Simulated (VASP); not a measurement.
```
BaTe
1.0
    0.00000     3.39651     3.59033
    3.42311     0.00000     3.59033
    3.42311     3.39651     0.00000
Ba Te
1 1
Direct
  0.00000   0.00000   0.00000
  0.49117   0.50883   0.50883
```

All values below come from PBE GGA, VASP's PBE PAW potentials (set 64) (plane waves; VASP). Run with 400 eV cut-off, 9×9×9 Γ-centred mesh, Gaussian smearing of 0.050 eV, potentials Ba_sv Te.

Question: Predict the energy per atom (σ→0), pressure.

Answer: 
```
Property                       Result
---------------------  --------------
energy per atom (σ→0)  -4.277 eV/atom
pressure                    23.9 kbar
```

The compound is BaTe in the rock salt structure. The cell was not relaxed at this level, atoms are displaced from their ideal sites. The run is one of a series of settings (KPOINTS 9×9×9 Γ-centred mesh against the base run), some of them coarse on purpose.
